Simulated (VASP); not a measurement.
Here is the system:

```xyz
2
Lattice="0.0000 2.8721 2.8721 2.8721 0.0000 2.8721 2.8721 2.8721 0.0000" Properties=species:S:1:pos:R:3 pbc="T T T"
W      0.0000     0.0000     0.0000
Al     1.4360     1.4360     1.4360
```

Level of theory: PBEsol GGA, VASP's PBE PAW potentials (set 64) (plane waves; VASP 6.6.1). Run with 400 eV cut-off, 10×10×10 Γ-centred mesh, first-order Methfessel-Paxton smearing of 0.10 eV, potentials W_sv Al.

Unless said otherwise, spin-orbit coupling is left out, though it shifts the bands of the heavy elements here.

Q: What does the run give for the energy per atom (σ→0), band gap (on the k-mesh) with the smallest direct gap where there is one?

A: 
```yaml
band gap (on the k-mesh): none (metal, semimetal or under 0.01 eV)
energy per atom (σ→0): -6.321 eV/atom
```

The structure was generated: WAl was put into the zinc blende type (F-43m), which need not be its known phase. It was relaxed first, which changed the volume by -32 %. The start is the result of an earlier pass. The electron count is odd and the run is not spin-polarised, which forces a metal.
